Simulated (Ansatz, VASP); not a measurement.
## Te: VASP beside Ansatz

Wanted: the spread between two codes on one cell, functional and k mesh. The cell is taken from a series of runs on this material, whose earlier steps may have relaxed, scaled, displaced or heated it; both programs get it as it stands. Other levels of theory on this material are compared in a session of their own.

Program: Ansatz 0.2.0. Level of theory: plane waves, with VASP 6.6.1 beside it; PBEsol with D3(BJ) and PBE. Results are calculated unless marked as measured.

**1. The structure**

Symmetry: P3_121, No. 152, trigonal system. Conventional cell: a = 4.192 Å, b = 4.192 Å, c = 5.955 Å, α = 90.00°, β = 90.00°, γ = 120.00°. Nearest to Te lie 6 Te at 2.91 to 3.25 Å.

Structure file:

```cif
data_structure
_symmetry_space_group_name_H-M 'P 1'
_symmetry_Int_Tables_number 1
_cell_length_a 4.1924
_cell_length_b 4.1924
_cell_length_c 5.9550
_cell_angle_alpha 90.000
_cell_angle_beta 90.000
_cell_angle_gamma 120.000
_cell_volume 90.65
loop_
_atom_site_label
_atom_site_type_symbol
_atom_site_fract_x
_atom_site_fract_y
_atom_site_fract_z
_atom_site_occupancy
Te1 Te 0.29358 0.00000 0.33333 1
Te2 Te 0.00000 0.29358 0.66667 1
Te3 Te 0.70642 0.70642 0.00000 1
```

**2. VASP: single point, PBEsol with D3(BJ)**

With cell and atoms fixed, the geometry can't cause a difference; cores, projectors, grids and the points listed under the comparison can.

Lines of VASP's logs that name or quote its potential files are left out, and so is its time.

File INCAR:

```
SYSTEM = Te
PREC = Accurate
ENCUT = 500
EDIFF = 1E-06
NELM = 120
ISMEAR = 0
SIGMA = 0.01
LREAL = .FALSE.
ALGO = Normal
GGA = PS
IVDW = 12
NBANDS = 15
LORBIT = 11
LWAVE = .FALSE.
LCHARG = .FALSE.
ISIF = 2
LASPH = .TRUE.
GGA_COMPAT = .FALSE.
KPAR = 2
```

File POSCAR:

```
Te
1.0
    4.1924185060      0.0000000000      0.0000000000
   -2.0962092530      3.6307409295      0.0000000000
    0.0000000000      0.0000000000      5.9550476534
Te
3
Direct
    0.2935783521      0.0000000000      0.3333333333
    0.0000000000      0.2935783521      0.6666666667
    0.7064216479      0.7064216479      0.0000000000
```

File KPOINTS:

```
Automatic mesh
0
Gamma
9 9 6
0 0 0
```

Potentials, in the order of the species: Te (PBE family, release 64).

The run is started by

```bash
mpirun -np 2 vasp_std
```

Numbers of over 12 decimals in the logs are rounded to 6 here.

The program printed:

```text
[banner, memory and clock lines left out]
running    2 mpi-ranks, on    1 nodes
 distrk:  each k-point on    1 cores,    2 groups
 distr:  one band on    1 cores,    1 groups

 POSCAR found type information on POSCAR Te
 POSCAR found :  1 types and       3 ions
|                                                                             |
|               ----> ADVICE to this user running VASP <----                  |
|                                                                             |
|     You enforced a specific xc type in the INCAR file but a different       |
|     [... a line on the potential file left out ...]
|     I HOPE YOU KNOW WHAT YOU ARE DOING!                                     |
|                                                                             |

 LDA part: xc-table for (Slater+PW92), standard interpolation
 POSCAR, INCAR and KPOINTS ok, starting setup
 FFT: planning ... GRIDC
 FFT: planning ... GRID_SOFT
 FFT: planning ... GRID
 WAVECAR not read
 entering main loop
       N       E                     dE             d eps       ncg     rms          rms(c)
DAV:   1     0.719378274762E+02    0.71938E+02   -0.64970E+03  1860   0.941E+02
DAV:   2    -0.607728140040E+01   -0.78015E+02   -0.73858E+02  2553   0.141E+02
DAV:   3    -0.104872244411E+02   -0.44099E+01   -0.43841E+01  2217   0.383E+01
DAV:   4    -0.105570991890E+02   -0.69875E-01   -0.69857E-01  2612   0.571E+00
DAV:   5    -0.105582598409E+02   -0.11607E-02   -0.11606E-02  2421   0.662E-01    0.149E+01
DAV:   6    -0.105463070061E+02    0.11953E-01   -0.82361E-03  2357   0.560E-01    0.918E+00
DAV:   7    -0.105420388785E+02    0.42681E-02   -0.16594E-02  2175   0.787E-01    0.200E-01
DAV:   8    -0.105418316652E+02    0.20721E-03   -0.25857E-03  2098   0.294E-01    0.970E-02
DAV:   9    -0.105418400483E+02   -0.83831E-05   -0.70090E-05  2730   0.565E-02    0.694E-02
DAV:  10    -0.105418411651E+02   -0.11168E-05   -0.70247E-06  2189   0.174E-02    0.882E-03
DAV:  11    -0.105418399569E+02    0.12082E-05   -0.25852E-06  2166   0.964E-03    0.415E-03
DAV:  12    -0.105418400342E+02   -0.77312E-07   -0.26789E-07  1259   0.321E-03
   1 F= -.11918601E+02 E0= -.11918577E+02  d E =-.464354E-04
```

From OUTCAR (step 2):

```text
ion  position               nearest neighbor table
   1  0.294  0.000  0.333-   3 2.91   2 2.91   3 3.25   3 3.25   2 3.25   2 3.25
   2  0.000  0.294  0.667-   3 2.91   1 2.91   3 3.25   3 3.25   1 3.25   1 3.25
   3  0.706  0.706  0.000-   1 2.91   2 2.91   1 3.25   2 3.25   2 3.25   1 3.25

  LATTYP: Found a hexagonal cell.
 ALAT       =     4.1924185060
 C/A-ratio  =     1.4204325367

 Subroutine GETGRP returns: Found  6 space group operations
 (whereof  2 operations were pure point group operations)

The static configuration has the point symmetry C_2 .
 The point group associated with its full space group is D_3 .

 Found     62 irreducible k-points:

   k-points           NKPTS =     62   k-points in BZ     NKDIM =     62   number of bands    NBANDS=     15

   dimension x,y,z NGX =    32 NGY =   32 NGZ =   48
   dimension x,y,z NGXF=    64 NGYF=   64 NGZF=   96

   ENCUT  =  500.0 eV  36.75 Ry    6.06 a.u.   7.64  7.64 10.86*2*pi/ulx,y,z

   NELECT =      18.0000    total number of electrons

 k-points in reciprocal lattice and weights: Automatic mesh
   0.00000000  0.00000000  0.00000000       0.002
   0.11111111  0.00000000  0.00000000       0.012
   0.22222222 -0.00000000  0.00000000       0.012
   0.33333333 -0.00000000  0.00000000       0.012
   0.44444444 -0.00000000  0.00000000       0.012
   0.11111111  0.11111111  0.00000000       0.012
   0.22222222  0.11111111  0.00000000       0.025
   0.33333333  0.11111111  0.00000000       0.025
   0.44444444  0.11111111  0.00000000       0.012
[...]
0.33333333  0.22222222  0.50000000       0.025
   0.33333333  0.33333333  0.50000000       0.004

 average (electrostatic) potential at core
       1 -87.5638       2 -87.5638       3 -87.5638

 E-fermi :   7.3557

 k-point     1 :       0.0000    0.0000    0.0000
  band No.  band energies     occupation
    ...
      5       4.8644      2.00000
      6       4.8644      2.00000
      7       5.5089      2.00000
      8       5.5089      2.00000
      9       6.0316      2.00000
     10       8.4241      0.00000
     11       8.4241      0.00000
     12       9.2062      0.00000
     13      12.0177      0.00000
     14      12.0177      0.00000
    ...

 k-point     2 :       0.1111    0.0000    0.0000
  band No.  band energies     occupation
    ...
      5       4.1375      2.00000
      6       4.3887      2.00000
      7       6.0347      2.00000
      8       6.1848      2.00000
      9       6.8711      2.00000
     10       7.8669      0.00000
     11       8.2690      0.00000
     12       8.8953      0.00000
     13      11.6122      0.00000
     14      12.0224      0.00000
    ...

 k-point     3 :       0.2222   -0.0000    0.0000
  band No.  band energies     occupation
    ...
      5       3.2657      2.00000
      6       3.8181      2.00000
      7       5.9700      2.00000
      8       6.4667      2.00000
      9       6.6736      2.00000
     10       7.9783      0.00000
     11       8.3557      0.00000
     12       8.9425      0.00000
     13      10.6523      0.00000
     14      12.4760      0.00000
    ...

 Edisp (eV)   -1.37676

  Total       0.02595     0.02595     0.07210    -0.00000     0.00000     0.00000
  in kB       0.45865     0.45865     1.27434    -0.00000     0.00000     0.00000
  external pressure =        0.73 kB  Pullay stress =        0.00 kB

  energy-cutoff  :      500.00
  volume of cell :       90.65
      direct lattice vectors                 reciprocal lattice vectors
     4.192418506  0.000000000  0.000000000     0.238525805  0.137712938  0.000000000
    -2.096209253  3.630740929  0.000000000     0.000000000  0.275425876  0.000000000
     0.000000000  0.000000000  5.955047653     0.000000000  0.000000000  0.167924769

 POSITION                                       TOTAL-FORCE (eV/Angst)
 -----------------------------------------------------------------------------------
      1.23080      0.00000      1.98502         0.014576     -0.000000      0.000000
     -0.61540      1.06591      3.97003        -0.007288      0.012624      0.000000
      1.48081      2.56483      0.00000        -0.007288     -0.012624      0.000000
 -----------------------------------------------------------------------------------
    total drift:                                0.000000      0.000000     -0.000000

  FREE ENERGIE OF THE ION-ELECTRON SYSTEM (eV)
  ---------------------------------------------------
  free  energy   TOTEN  =       -11.9186005665 eV

  energy  without entropy=      -11.9185541311  energy(sigma->0) =      -11.91857735

 total charge
# of ion       s       p       d       tot
------------------------------------------
    1        1.442   1.805   0.053   3.300
    2        1.442   1.805   0.053   3.300
    3        1.442   1.805   0.053   3.300
--------------------------------------------------
tot          4.325   5.416   0.160   9.901

[... 3 further parts left out ...]
```

The run ends at a pressure of 0.07 GPa, with forces up to 0.015 eV/Å.

**3. Ansatz: single point, PBEsol with D3(BJ)**

Ansatz runs on its default PAW (the set named soft_2) files.

The same cell, functional, mesh and smearing now go to Ansatz, which takes its cutoff from its data sets.

File input.yaml:

```yaml
crystal:
  lattice:
    - [4.192418506, 0.0, 0.0]
    - [-2.096209253, 3.6307409295, 0.0]
    - [0.0, 0.0, 5.9550476534]
  atoms:
    - { symbol: Te, position: [0.2935783521, 0.0, 0.3333333333] }
    - { symbol: Te, position: [0.0, 0.2935783521, 0.6666666667] }
    - { symbol: Te, position: [0.7064216479, 0.7064216479, 0.0] }
kpoints:
  mp_grid: { grid: [9, 9, 6] }
  band_path:
    path:
      - [0.0, 0.0, 0.0]
      - [0.05, 0.0, 0.0]
      - [0.1, 0.0, 0.0]
      - [0.15, 0.0, 0.0]
      - [0.2, 0.0, 0.0]
      - [0.25, 0.0, 0.0]
      - [0.3, 0.0, 0.0]
      - [0.35, 0.0, 0.0]
      - [0.4, 0.0, 0.0]
      - [0.45, 0.0, 0.0]
      - [0.5, 0.0, 0.0]
      - [0.48333333, 0.03333333, 0.0]
      - [0.46666667, 0.06666667, 0.0]
      - [0.45, 0.1, 0.0]
      - [0.43333333, 0.13333333, 0.0]
      - [0.41666667, 0.16666667, 0.0]
      - [0.4, 0.2, 0.0]
      - [0.38333333, 0.23333333, 0.0]
      - [0.36666667, 0.26666667, 0.0]
      - [0.35, 0.3, 0.0]
      - [0.33333333, 0.33333333, 0.0]
      - [0.3, 0.3, 0.0]
      - [0.26666667, 0.26666667, 0.0]
      - [0.23333333, 0.23333333, 0.0]
      - [0.2, 0.2, 0.0]
      - [0.16666667, 0.16666667, 0.0]
      - [0.13333333, 0.13333333, 0.0]
      - [0.1, 0.1, 0.0]
      - [0.06666667, 0.06666667, 0.0]
      - [0.03333333, 0.03333333, 0.0]
      - [0.0, 0.0, 0.0]
      - [0.0, 0.0, 0.05]
      - [0.0, 0.0, 0.1]
      - [0.0, 0.0, 0.15]
      - [0.0, 0.0, 0.2]
      - [0.0, 0.0, 0.25]
      - [0.0, 0.0, 0.3]
      - [0.0, 0.0, 0.35]
      - [0.0, 0.0, 0.4]
      - [0.0, 0.0, 0.45]
      - [0.0, 0.0, 0.5]
      - [0.05, 0.0, 0.5]
      - [0.1, 0.0, 0.5]
      - [0.15, 0.0, 0.5]
      - [0.2, 0.0, 0.5]
      - [0.25, 0.0, 0.5]
      - [0.3, 0.0, 0.5]
      - [0.35, 0.0, 0.5]
      - [0.4, 0.0, 0.5]
      - [0.45, 0.0, 0.5]
      - [0.5, 0.0, 0.5]
      - [0.48333333, 0.03333333, 0.5]
      - [0.46666667, 0.06666667, 0.5]
      - [0.45, 0.1, 0.5]
      - [0.43333333, 0.13333333, 0.5]
      - [0.41666667, 0.16666667, 0.5]
      - [0.4, 0.2, 0.5]
      - [0.38333333, 0.23333333, 0.5]
      - [0.36666667, 0.26666667, 0.5]
      - [0.35, 0.3, 0.5]
      - [0.33333333, 0.33333333, 0.5]
      - [0.3, 0.3, 0.5]
      - [0.26666667, 0.26666667, 0.5]
      - [0.23333333, 0.23333333, 0.5]
      - [0.2, 0.2, 0.5]
      - [0.16666667, 0.16666667, 0.5]
      - [0.13333333, 0.13333333, 0.5]
      - [0.1, 0.1, 0.5]
      - [0.06666667, 0.06666667, 0.5]
      - [0.03333333, 0.03333333, 0.5]
      - [0.0, 0.0, 0.5]
      - [0.5, 0.0, 0.5]
      - [0.5, 0.0, 0.45]
      - [0.5, 0.0, 0.4]
      - [0.5, 0.0, 0.35]
      - [0.5, 0.0, 0.3]
      - [0.5, 0.0, 0.25]
      - [0.5, 0.0, 0.2]
      - [0.5, 0.0, 0.15]
      - [0.5, 0.0, 0.1]
      - [0.5, 0.0, 0.05]
      - [0.5, 0.0, 0.0]
      - [0.33333333, 0.33333333, 0.5]
      - [0.33333333, 0.33333333, 0.45]
      - [0.33333333, 0.33333333, 0.4]
      - [0.33333333, 0.33333333, 0.35]
      - [0.33333333, 0.33333333, 0.3]
      - [0.33333333, 0.33333333, 0.25]
      - [0.33333333, 0.33333333, 0.2]
      - [0.33333333, 0.33333333, 0.15]
      - [0.33333333, 0.33333333, 0.1]
      - [0.33333333, 0.33333333, 0.05]
      - [0.33333333, 0.33333333, 0.0]
    npoints: 1
hamiltonian:
  xc: pbesol
  dispersion: d3bj
scf:
  occupations: { method: gaussian, width: 0.01 }
  n_extra_bands: 5
output:
  forces: true
  stress: true
  eigenvalues: true
  populations: true
```

The run is started by

```bash
ansatz run input.yaml --threads 4 --pin off --max-ram 8192MiB --backend cpu --events-out ev --progress --plain --runs-dir out
```

The program printed:

```text
scf.n_extra_bands = 5 over 24 filled bands (N_el = 48.0): the run solves 29 bands
Engine: ansatz 0.2.0, aarch64-unknown-linux-gnu
Pseudopotentials: kind: paw
Pseudopotential: Te, paw, valence charge 16, recommended cutoff 420 eV (normal), Te.paw.azcp
Functional definition: PBEsol
  exchange = pbesol_x
  correlation = pbesol_c
Crystal: 3 atoms, lattice volume = 90.645 Å³
Basis set: ecut = 420 eV, 1717 PW (Γ), exchange–correlation on 60×60×80 points (8 copies of the dense FFT grid, shifted against one another)
Bands: 29, of which v1, the nominal top of the filled ones, is band 24 counted from 1 (23 counted from 0)
Symmetry: 6 space group operations
Space group: P3121 (ITA 152), of the structure as read, at distance tolerance 4.5e-5 Å
k-points: 62 of 486 (time reversal used)
Non-local potential: Te, projectors of the file, l = 0: 2, l = 1: 2, l = 2: 2, l = 3: 2
PAW form: soft (Blöchl's): semilocal exchange-correlation on the pseudo side does not see the compensation charge
PAW frozen core: Te, regenerated for the run's functional, and the local potential with it (the file was generated under x = pbe(κ = 0.804, μ = 0.219515), c = pbe(β = 0.066725))
PAW one-centre angular grid: Te, 590 points (default); XC on 64 Gauss nodes
Initial density: superposition of atomic densities (neutral atoms: chi_scale 0, normalization atom), corrected by the library's trained network
Initial wavefunctions: pseudopotential atomic-orbital guess
Functional: x = pbesol(κ = 0.804, μ = 0.123457), c = pbesol(β = 0.046)
SCF iter   1: F=—  HF=-20705.879655 eV  |F-HF|=—  |Δ(HF+E_count)|=         —  Δρ=2.23e-3  dr2=2.32e-3  ethr=1.77e-3  ⟨swp⟩=8.0  Hψ=8509  notcnv=0
preconditioner: auto → Kerker (q_TF=auto, 2.454 Å⁻¹)  [metal: Δε(μ)=0.000 eV  Ē_g=8.864 eV  σ=0.010 eV  W_gap=0.00  n_scr=22 (ndim 8)  ℏωp=16.5 eV  f_vac=0.007  D(μ)=0.93/eV (n_scr^D=2)]
SCF iter   2: F=—  HF=-20705.876152 eV  |F-HF|=—  |Δ(HF+E_count)|=   3.50e-3  Δρ=1.26e-3  dr2=7.50e-4  ethr=4.83e-6  ⟨swp⟩=2.7  Hψ=3746  notcnv=0  defer=61
SCF iter   3: F=—  HF=-20705.876119 eV  |F-HF|=—  |Δ(HF+E_count)|=   3.32e-5  Δρ=2.41e-4  dr2=4.52e-5  ethr=1.56e-6  ⟨swp⟩=2.0  Hψ=3474  notcnv=0  defer=61
SCF iter   4: F=—  HF=-20705.876104 eV  |F-HF|=—  |Δ(HF+E_count)|=   1.48e-5  Δρ=1.18e-4  dr2=1.47e-5  ethr=9.42e-8  ⟨swp⟩=2.0  Hψ=3226  notcnv=0  defer=61
SCF iter   5: F=—  HF=-20705.876106 eV  |F-HF|=—  |Δ(HF+E_count)|=   1.14e-6  Δρ=6.43e-5  dr2=4.15e-6  ethr=3.06e-8  ⟨swp⟩=1.0  Hψ=1737  notcnv=0  defer=61
SCF iter   6: F=—  HF=-20705.876106 eV  |F-HF|=—  |Δ(HF+E_count)|=   7.44e-8  Δρ=2.23e-5  dr2=5.18e-7  ethr=8.64e-9  ⟨swp⟩=2.3  Hψ=2421  notcnv=0  defer=61
SCF iter   7: F=-20705.876105 eV  HF=-20705.876106 eV  |F-HF|=5.02e-8  |Δ(HF+E_count)|=   1.23e-7  Δρ=7.03e-6  dr2=4.25e-8  ethr=2.08e-10  ⟨swp⟩=9.2  Hψ=7484  notcnv=0
SCF 1 converged in 7 iterations: F = -20705.876105 eV  dr2 = 4.25e-8
  greatest PAW one-centre occupation: 0.998 electrons in one spin orbital (limit 2), on the Te atom at site 1 (counted from 0), in its partial waves of l = 2
NSCF: frozen V_eff on 93 k-points
SCF converged after 7 iterations
Free energy (F): -20705.876105 eV
Harris-Foulkes:  -20705.876106 eV  (|F-HF|=5.02e-8)
Internal energy: -20705.876059 eV  (E = F + TS)
E sigma→0 (E₀):  -20705.876082 eV
Entropy (-TS):   -0.000046 eV (-0.015 meV/atom)
Fermi energy:    10.506676 eV
--- Per-component energies (eV) ---
  E_band       = -725.613532
  E_kinetic    = 544.074601
  E_local      = -3449.101388  (includes V_loc(G=0)·N_el)
  E_nonlocal   = -924.101159
  E_hartree    = 2278.103202
  E_xc         = -371.488231
  E_vxc        = -314.175244  (∫ρ·V_xc dr)
  E_paw        = -13752.816676  (= ΣΔE_a)
  E_vpaw       = -1138.532610  (= ΣTr[D̂ρ^β])
  E_aug_tail   = -0.000559  (compensation charges beyond the density's cutoff)
  E_ewald      = -5030.293129
  E_disp       = -1.377166  (pairwise vdW)
  E_core_change = 1.124446  (= ΣΔE_core)
  E_smearing   = -0.000046  (= −TS)
  E_closure    = 0.000000  (closes the sum)
  Σ components = -20705.876105   (vs F -20705.876105, Δ=0.00e0)
--- Forces (eV/Å), atoms counted from 1 ---
  atom   1  Te    -0.00063959     0.00000000     0.00000000
  atom   2  Te     0.00031980    -0.00055390     0.00000000
  atom   3  Te     0.00031980     0.00055390     0.00000000
  max |Σ_I F_I| component: 2.28e-18 eV/Å
--- Stress (GPa, compression-positive) ---
       -0.019415       0.000000       0.000000
        0.000000      -0.019415      -0.000000
        0.000000      -0.000000      -0.006764
  P = ⅓ Tr σ = -0.0152 GPa (-0.152 kbar)
--- Band table (eV; the first three rows and the last of 62) ---
  k-point 0: bands = [... 20 lower, 8.0144, 8.6672, 8.6672, 9.1859, 11.5809, 11.5809, 12.3579, 15.2100, ... 1 higher]
  k-point 1: bands = [... 20 lower, 8.0564, 8.7940, 9.1093, 9.2653, 11.3252, 11.3532, 12.0619, 14.5134, ... 1 higher]
  k-point 2: bands = [... 20 lower, 7.9394, 9.1220, 9.4956, 9.6470, 10.8603, 10.8972, 11.4299, 14.0569, ... 1 higher]
  k-point 61: bands = [... 20 lower, 4.7004, 9.6603, 10.4340, 10.5067, 10.5067, 11.1918, 11.1918, 16.6425, ... 1 higher]
--- Löwdin populations: 3 sites ---
  site symbol       q [e]
     0     Te     15.9474
     1     Te     15.9474
     2     Te     15.9474
  spilling = 0.003285 (of n_electrons = 48.000000)
```

Reading the cycles: dr2 is the Hartree energy of the density residual (eV), the measure of convergence; HF is the Harris–Foulkes estimate of the energy, which meets the free energy F at convergence.

**4. Side by side**

Known differences besides the potentials themselves: the data sets hold 48 valence electrons in Ansatz (on its default PAW (the set named soft_2) files) and 18 in VASP; the cutoff is 420 eV in Ansatz and 500 eV in VASP; Ansatz makes its cores anew for this functional, VASP keeps those of its PBE data sets. Total energies have different zeros and are not compared.

The two programs side by side:

```
      quantity  Ansatz  VASP  difference
pressure (GPa)   -0.02  0.07       -0.09
```

The largest component of a force difference here is 15 meV/Å.

[end of part 1 of 2]

[Lines on the potential files, build, host, timing and source positions are cut from VASP's logs without a mark.]

[Logs are printed without paths, hosts, clocks, repeated set-up lines and the standing remarks that a program may print on its own settings, such as how far it seeks lower states.]

[Hosts, paths, dates, database ids (printed as entryN), source tags and the programs' standing remarks are cut or masked in the printed files.]
